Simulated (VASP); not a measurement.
Consider the following.

```
AlNb
1.0
    0.00000     3.07800     3.07800
    3.07800     0.00000     3.07800
    3.07800     3.07800     0.00000
Nb Al
1 1
Direct
  0.00000   0.00000   0.00000
  0.50000   0.50000   0.50000
```

Level of theory: PBE GGA, VASP's PBE PAW potentials (set 64) (plane waves; VASP). Numerical set-up: 400 eV cut-off, 9×9×9 Γ-centred mesh, first-order Methfessel-Paxton smearing of 0.10 eV, potentials Nb_sv Al.

Energy and stress use the plane-wave basis of the starting cell.

**Question.** The ions, cell shape and volume are relaxed. Which structure does the run end with?

**Answer.** 
```
AlNb
1.0
    0.00000     2.64174     2.64174
    2.64174     0.00000     2.64174
    2.64174     2.64174     0.00000
Nb Al
1 1
Direct
  0.00000   0.00000   0.00000
  0.50000   0.50000   0.50000
```
Space group Fm-3m (225), at a tolerance of 0.03 Å.

**Question.** How do energy and volume change from the first to the last step?

**Answer.** The energy (σ→0) changes by -1023.9 meV/atom and the volume by -36.8 %, in 6 ionic steps.

The structure was generated: NbAl was put into the rock salt type (Fm-3m), which need not be its known phase. This run relaxes it. Symmetry was kept, so distortions that lower it aren't found.
